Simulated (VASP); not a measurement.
Here is the system:

```
CELL_PARAMETERS angstrom
     -1.68096     1.68096     1.68096
      1.68096    -1.68096     1.68096
      1.68096     1.68096    -1.68096
ATOMIC_POSITIONS crystal
  Li 0.00000 0.00000 0.00000
```

All values below come from PBE GGA, VASP's PBE PAW potentials (set 64) (plane waves; VASP). Numerical set-up: 400 eV cut-off, 11×11×11 Γ-centred mesh, Gaussian smearing of 0.14 eV, potentials Li_sv.

**Question.** Give the energies of bands 2 to 4 at the high-symmetry points, in eV from the Fermi level.

**Answer.** 
| band | Γ | H | N | P |
|---|---|---|---|---|
| 2 | -3.65 | 5.70 | 0.17 | 3.45 |
| 3 | 15.23 | 5.70 | 3.59 | 3.45 |
| 4 | 15.23 | 5.70 | 10.78 | 3.45 |

It has no gap at this level: it comes out as a metal or semimetal.

The structure comes from a computed database's Li entry; how it stands against other phases isn't given here. The cell was not relaxed at this level.
